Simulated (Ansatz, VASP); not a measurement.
## CeO2: VASP beside Ansatz

One calculation is typed for both programs; each brings its own data sets and cutoff. How far apart do they land? The cell is taken from a series of VASP runs on this material, whose earlier steps may have relaxed, scaled or displaced it; both programs get it as it stands.

Main program and level: Ansatz 0.2.0; plane waves, with VASP 6.6.1 beside it; elastic constants at PBEsol.

### Step 1. The structure

The structure is cubic, space group Fm-3m (No. 225). Conventional cell: a = 5.398 Å, b = 5.398 Å, c = 5.398 Å, α = 90.00°, β = 90.00°, γ = 90.00°. Nearest to Ce lie 8 O at 2.34 Å. Nearest to O lie 4 Ce at 2.34 Å. Farther neighbours and most contacts between anions are not listed.

### Step 2. Ansatz: elastic constants, PBEsol

Ansatz runs on its default PAW (the set named soft_2) files.

Elastic constants are differences of stresses under small strains, so they test the stress and the mesh.

input.yaml

```yaml
crystal:
  lattice:
    - [0.0, 2.6989800391, 2.6989800391]
    - [2.6989800391, 0.0, 2.6989800391]
    - [2.6989800391, 2.6989800391, 0.0]
  atoms:
    - { symbol: Ce, position: [0.0, 0.0, 0.0] }
    - { symbol: O, position: [0.75, 0.75, 0.75] }
    - { symbol: O, position: [0.25, 0.25, 0.25] }
hamiltonian:
  xc: pbesol
  pseudopotentials: { kind: paw }
kpoints:
  mp_grid: { grid: [8, 8, 8] }
scf:
  occupations: { method: gaussian, width: 0.03 }
elastic:
  mode: relaxed_ion
  stencil: two_point
output:
  forces: true
  stress: true
```

Command:

```sh
> ansatz run input.yaml --threads 4 --pin off --max-ram 9216MiB --backend cpu --events-out ev --progress --plain --runs-dir out
```

Numbers of over 12 decimals in the logs are rounded to 6 here.

Output:

```text
band count auto-derived: 22 (N_el = 24.0; filled up to band 12; 16 by the electrons, moments and atoms)
Engine: ansatz 0.2.0, aarch64-unknown-linux-gnu
Pseudopotentials: kind: paw
Pseudopotential: Ce, paw, valence charge 12, recommended cutoff 420 eV (normal), Ce.paw.azcp
Pseudopotential: O, paw, valence charge 6, recommended cutoff 420 eV (normal), O.paw.azcp
Functional definition: PBEsol
  exchange = pbesol_x
  correlation = pbesol_c
Crystal: 3 atoms, lattice volume = 39.321 Å³
Basis set: ecut = 420 eV, 749 PW (Γ), exchange–correlation on 54×54×54 points (8 copies of the dense FFT grid, shifted against one another)
Bands: 22, of which v1, the nominal top of the filled ones, is band 12 counted from 1 (11 counted from 0)
Symmetry: 48 space group operations
Space group: Fm-3m (ITA 225), of the structure as read, at distance tolerance 3.4e-5 Å
k-points: 29 of 512
Non-local potential: Ce, projectors of the file, l = 0: 3, l = 1: 2, l = 2: 2, l = 3: 3
Non-local potential: O, projectors of the file, l = 0: 2, l = 1: 2, l = 2: 1
PAW form: soft (Blöchl's): semilocal exchange-correlation on the pseudo side does not see the compensation charge
PAW frozen core: Ce, regenerated for the run's functional, and the local potential with it (the file was generated under x = pbe(κ = 0.804, μ = 0.219515), c = pbe(β = 0.066725))
PAW frozen core: O, regenerated for the run's functional, and the local potential with it (the file was generated under x = pbe(κ = 0.804, μ = 0.219515), c = pbe(β = 0.066725))
PAW one-centre angular grid: Ce, 590 points (default); XC on 64 Gauss nodes
PAW one-centre angular grid: O, 110 points (default); XC on 64 Gauss nodes
Initial density: superposition of atomic densities (neutral atoms: chi_scale 0, normalization atom), corrected by the library's trained network
Initial wavefunctions: pseudopotential atomic-orbital guess
Functional: x = pbesol(κ = 0.804, μ = 0.123457), c = pbesol(β = 0.046)
SCF iter   1: F=—  HF=-7611.946333 eV  |F-HF|=—  |Δ(HF+E_count)|=         —  Δρ=2.07e-2  dr2=1.57e-1  ethr=1.77e-3  ⟨swp⟩=6.0  Hψ=3108  notcnv=0
preconditioner: auto → none  [insulator: Δε(μ)=1.825 eV  Ē_g=11.746 eV  σ=0.030 eV  W_gap=1.00  n_scr=14 (ndim 8)  ℏωp=27.8 eV  f_vac=0.032  D(μ)=0.00/eV (n_scr^D=0)  ε∞_Penn≈6.6]
SCF iter   2: F=—  HF=-7612.057802 eV  |F-HF|=—  |Δ(HF+E_count)|=   1.11e-1  Δρ=4.48e-2  dr2=8.93e-1  ethr=6.56e-4  ⟨swp⟩=3.0  Hψ=1447  notcnv=0  defer=85  recentre
SCF iter   3: F=—  HF=-7611.925904 eV  |F-HF|=—  |Δ(HF+E_count)|=   1.32e-1  Δρ=4.54e-3  dr2=5.22e-3  ethr=6.56e-4  ⟨swp⟩=3.1  Hψ=1179  notcnv=0  defer=85
SCF iter   4: F=—  HF=-7611.925541 eV  |F-HF|=—  |Δ(HF+E_count)|=   3.63e-4  Δρ=3.22e-3  dr2=4.32e-3  ethr=2.18e-5  ⟨swp⟩=2.8  Hψ=1127  notcnv=0  defer=85
SCF iter   5: F=—  HF=-7611.927069 eV  |F-HF|=—  |Δ(HF+E_count)|=   1.53e-3  Δρ=5.65e-3  dr2=1.42e-2  ethr=1.80e-5  ⟨swp⟩=3.0  Hψ=1217  notcnv=0  defer=85  recentre
SCF iter   6: F=—  HF=-7611.925046 eV  |F-HF|=—  |Δ(HF+E_count)|=   2.02e-3  Δρ=1.08e-4  dr2=3.16e-6  ethr=1.80e-5  ⟨swp⟩=2.7  Hψ=1055  notcnv=0  defer=85
SCF iter   7: F=—  HF=-7611.925038 eV  |F-HF|=—  |Δ(HF+E_count)|=   8.60e-6  Δρ=8.47e-5  dr2=3.57e-6  ethr=1.32e-8  ⟨swp⟩=2.1  Hψ=877  notcnv=0  defer=85
SCF iter   8: F=—  HF=-7611.925038 eV  |F-HF|=—  |Δ(HF+E_count)|=   1.41e-7  Δρ=2.75e-5  dr2=3.41e-7  ethr=1.32e-8  ⟨swp⟩=1.0  Hψ=553  notcnv=0  defer=85
SCF iter   9: F=—  HF=-7611.925038 eV  |F-HF|=—  |Δ(HF+E_count)|=   6.90e-7  Δρ=7.27e-6  dr2=2.26e-8  ethr=1.42e-9  ⟨swp⟩=1.0  Hψ=635  notcnv=0  defer=85
SCF iter  10: F=—  HF=-7611.925038 eV  |F-HF|=—  |Δ(HF+E_count)|=   2.73e-9  Δρ=8.25e-7  dr2=2.57e-10  ethr=9.44e-11  ⟨swp⟩=1.1  Hψ=555  notcnv=0  defer=85
SCF iter  11: F=—  HF=-7611.925038 eV  |F-HF|=—  |Δ(HF+E_count)|=  1.27e-11  Δρ=7.18e-8  dr2=2.84e-12  ethr=1.07e-12  ⟨swp⟩=2.3  Hψ=789  notcnv=0  defer=85
SCF iter  12: F=—  HF=-7611.925038 eV  |F-HF|=—  |Δ(HF+E_count)|=  9.09e-13  Δρ=2.81e-8  dr2=3.63e-13  ethr=1.18e-14 (applied; sched 1.00e-12)  ⟨swp⟩=2.3  Hψ=812  notcnv=0  defer=85
SCF iter  13: F=-7611.925038 eV  HF=-7611.925038 eV  |F-HF|=1.82e-12  |Δ(HF+E_count)|=    0.00e0  Δρ=3.32e-9  dr2=1.29e-15  ethr=1.00e-12  ⟨swp⟩=8.1  Hψ=2453  notcnv=0
SCF 1 converged in 13 iterations: F = -7611.925038 eV  dr2 = 1.29e-15
  greatest PAW one-centre occupation: 0.988 electrons in one spin orbital (limit 2), on the Ce atom at site 0 (counted from 0), in its partial waves of l = 0
Crystal: 3 atoms, lattice volume = 39.243 Å³
Symmetry: 16 space group operations
k-points: 59 of 512
Initial density: handed on by an earlier stage of this run
Initial wavefunctions: those handed on with the density
iter 1 solved again at ethr=3.53e-7 eV; its pass at ethr=3.10e-3 eV (dr2=8.48e-5 eV) is discarded
SCF iter   1: F=—  HF=-7611.924904 eV  |F-HF|=—  |Δ(HF+E_count)|=         —  Δρ=5.19e-4  dr2=8.99e-5  ethr=3.53e-7  ⟨swp⟩=2.1  Hψ=6436  notcnv=0  defer=67
preconditioner: auto → none  [insulator: Δε(μ)=2.003 eV  Ē_g=11.860 eV  σ=0.030 eV  W_gap=1.00  n_scr=14 (ndim 8)  ℏωp=27.8 eV  f_vac=0.035  D(μ)=0.00/eV (n_scr^D=0)  ε∞_Penn≈6.5]
SCF iter   2: F=—  HF=-7611.924959 eV  |F-HF|=—  |Δ(HF+E_count)|=   5.43e-5  Δρ=1.25e-3  dr2=7.15e-4  ethr=3.53e-7  ⟨swp⟩=2.0  Hψ=2244  notcnv=0  defer=67
[...]
relax step   1: F+E_penalty+E_count = -7611.92502824 eV  Δ(F+E_penalty+E_count) = +0.000e0 eV  max|allowed force component| = 3.454e-3 eV/Å  Δτ_max = 0.0000 Å  (10 SCF iters, accepted)
[...]
relax step   2: F+E_penalty+E_count = -7611.92502931 eV  Δ(F+E_penalty+E_count) = -1.074e-6 eV  max|allowed force component| = 6.552e-8 eV/Å  Δτ_max = 0.0003 Å  (7 SCF iters, accepted)
iter 1 solved again at ethr=1.00e-12 eV; its pass at ethr=3.10e-3 eV (dr2=1.81e-10 eV) is discarded
SCF iter   1: F=—  HF=-7611.925049 eV  |F-HF|=—  |Δ(HF+E_count)|=         —  Δρ=8.84e-7  dr2=1.84e-10  ethr=1.00e-12  ⟨swp⟩=2.7  Hψ=10887  notcnv=0
SCF iter   2: F=—  HF=-7611.925029 eV  |F-HF|=—  |Δ(HF+E_count)|=   2.00e-5  Δρ=2.13e-6  dr2=1.94e-9  ethr=7.67e-13 (applied; sched 1.00e-12)  ⟨swp⟩=3.8  Hψ=4208  notcnv=0
SCF iter   3: F=—  HF=-7611.925029 eV  |F-HF|=—  |Δ(HF+E_count)|=  2.24e-10  Δρ=3.85e-7  dr2=2.88e-11  ethr=1.00e-12  ⟨swp⟩=2.3  Hψ=2945  notcnv=0
SCF iter   4: F=—  HF=-7611.925029 eV  |F-HF|=—  |Δ(HF+E_count)|=  1.82e-12  Δρ=3.01e-7  dr2=2.33e-11  ethr=1.20e-13 (applied; sched 1.00e-12)  ⟨swp⟩=1.0  Hψ=2090  notcnv=0
SCF iter   5: F=—  HF=-7611.925029 eV  |F-HF|=—  |Δ(HF+E_count)|=  9.09e-13  Δρ=1.91e-7  dr2=8.44e-12  ethr=9.71e-14 (applied; sched 1.00e-12)  ⟨swp⟩=1.0  Hψ=2090  notcnv=0
SCF iter   6: F=—  HF=-7611.925029 eV  |F-HF|=—  |Δ(HF+E_count)|=  9.09e-13  Δρ=1.22e-7  dr2=3.53e-12  ethr=3.52e-14 (applied; sched 1.00e-12)  ⟨swp⟩=1.0  Hψ=2090  notcnv=0
SCF iter   7: F=—  HF=-7611.925029 eV  |F-HF|=—  |Δ(HF+E_count)|=  9.09e-13  Δρ=6.08e-8  dr2=8.50e-13  ethr=1.47e-14 (applied; sched 1.00e-12)  ⟨swp⟩=1.0  Hψ=2090  notcnv=0
SCF iter   8: F=—  HF=-7611.925029 eV  |F-HF|=—  |Δ(HF+E_count)|=    0.00e0  Δρ=3.14e-8  dr2=2.31e-13  ethr=3.54e-15 (applied; sched 1.00e-12)  ⟨swp⟩=1.0  Hψ=2090  notcnv=0
SCF iter   9: F=-7611.925029 eV  HF=-7611.925029 eV  |F-HF|=9.09e-13  |Δ(HF+E_count)|=  1.82e-12  Δρ=1.35e-8  dr2=4.20e-14  ethr=1.00e-12  ⟨swp⟩=4.0  Hψ=5288  notcnv=0
SCF 10 converged in 9 iterations: F = -7611.925029 eV  dr2 = 4.20e-14
SCF converged after 13 iterations
Free energy (F): -7611.925038 eV
Harris-Foulkes:  -7611.925038 eV  (|F-HF|=1.82e-12)
Internal energy: -7611.925038 eV  (E = F + TS)
E sigma→0 (E₀):  -7611.925038 eV
Fermi energy:    12.179861 eV
--- Per-component energies (eV) ---
  E_band       = 30.637563
  E_kinetic    = 738.644716
  E_local      = -913.114319  (includes V_loc(G=0)·N_el)
  E_nonlocal   = 34.083843
  E_hartree    = 323.358248
  E_xc         = -376.276828
  E_vxc        = -445.385552  (∫ρ·V_xc dr)
  E_paw        = -5685.312128  (= ΣΔE_a)
  E_vpaw       = -30.312453  (= ΣTr[D̂ρ^β])
  E_aug_tail   = 0.004833  (compensation charges beyond the density's cutoff)
  E_ewald      = -1733.610275
  E_core_change = 0.296871  (= ΣΔE_core)
  E_smearing   = -0.000000  (= −TS)
  E_closure    = 0.000000  (closes the sum)
  Σ components = -7611.925038   (vs F -7611.925038, Δ=0.00e0)
--- Forces (eV/Å), atoms counted from 1 ---
  atom   1  Ce    -0.00000000     0.00000000    -0.00000000
  atom   2  O      0.00000000    -0.00000000     0.00000000
  atom   3  O     -0.00000000    -0.00000000    -0.00000000
  max |Σ_I F_I| component: 3.24e-17 eV/Å
--- Stress (GPa, compression-positive) ---
        0.006024       0.000000       0.000000
        0.000000       0.006024       0.000000
        0.000000       0.000000       0.006024
  P = ⅓ Tr σ = 0.0060 GPa (0.060 kbar)
--- Band table (eV; the first three rows and the last of 29) ---
  k-point 0: bands = [... 8 lower, 7.1996, 10.5396, 10.5396, 10.5396, 13.5098, 13.5098, 13.5098, 13.7884, ... 6 higher]
  k-point 1: bands = [... 8 lower, 7.6067, 10.3929, 10.4801, 10.4801, 13.4934, 13.4934, 13.5112, 13.8076, ... 6 higher]
  k-point 2: bands = [... 8 lower, 8.5632, 10.1362, 10.3723, 10.3723, 13.4420, 13.4420, 13.5148, 13.7037, ... 6 higher]
  k-point 28: bands = [... 8 lower, 10.0935, 10.0935, 10.4206, 10.4735, 13.2522, 13.3813, 13.3813, 13.6271, ... 6 higher]
--- Elastic constants: 2 strain directions × 2 members + reference (group order 48) ---
  dense FFT box of the reference and of every strained cell: 27×27×27
  strains applied: 11, 23; error gains: componentwise 1.00 (the most a stress slope's error grows in a printed constant), spectral 1.73 (1 for all six strains in a standard setting)
  C = ∂σ_k/∂η_j (tension-positive GPa; Voigt order 11 22 33 23 13 12):
       358.648    109.489    109.489     -0.000     -0.000      0.000
       109.489    358.648    109.489      0.000     -0.000     -0.000
       109.489    109.489    358.648     -0.000      0.000      0.000
         0.000     -0.000     -0.000     59.353      0.000     -0.000
        -0.000      0.000      0.000     -0.000     59.353     -0.000
         0.000     -0.000      0.000     -0.000     -0.000     59.353
  reference stress σ⁰ (GPa):     -0.006     -0.006     -0.006     -0.000     -0.000     -0.000
  C* (energy form; C + prestress term) asymmetry max|C*_kj − C*_jk| = 1.737e-17 GPa — a small one proves nothing (zero by symmetry where the batch's group is 432, −43m or m−3m); a large one is finite-difference/SCF noise where every solve meets its electron count
  moduli (Voigt/Reuss/Hill, GPa): K = 192.54/192.54/192.54   G = 85.44/75.08/80.26   E = 211.40   ν = 0.317
  mechanically stable: yes (min eigenvalue of sym C = 59.35 GPa)
  strain η (Voigt 11):  stress-route row diagonal C_11 = 358.65 GPa, energy-path curvature d²(F+E_count+ΔE)/dδ²/Ω₀ = 359.65 GPa
         δ    σ_11 (GPa)             F (eV)   n_scf  n_hpsi   n_pw
    -2.000e-3      -0.7261       -7611.9248751       9   22929    778   relax 0 steps, max|allowed force component| 1.11e-16 eV/Å
     2.000e-3       0.7085       -7611.9249313       7   20042    783   relax 0 steps, max|allowed force component| 1.11e-16 eV/Å
  strain η (Voigt 23):  stress-route row diagonal C_44 = 59.35 GPa, energy-path curvature d²(F+E_count+ΔE)/dδ²/Ω₀ = 61.13 GPa
         δ    σ_23 (GPa)             F (eV)   n_scf  n_hpsi   n_pw
    -2.000e-3      -0.1187       -7611.9250293       9   36733    781   relax 3 steps, max|allowed force component| 3.48e-8 eV/Å
     2.000e-3       0.1187       -7611.9250293       9   35446    781   relax 2 steps, max|allowed force component| 6.55e-8 eV/Å
```

Run time: 11 s. Hardware: 4 threads of Arm Neoverse V1, shared host; peak memory 0.42 GiB.

[end of part 1 of 2]

[Lines on the potential files, build, host, timing and source positions are cut from VASP's logs without a mark.]

[Logs are printed without paths, hosts, clocks, repeated set-up lines and the standing remarks that a program may print on its own settings, such as how far it seeks lower states.]

[Hosts, paths, dates, database ids (printed as entryN), source tags and the programs' standing remarks are cut or masked in the printed files.]
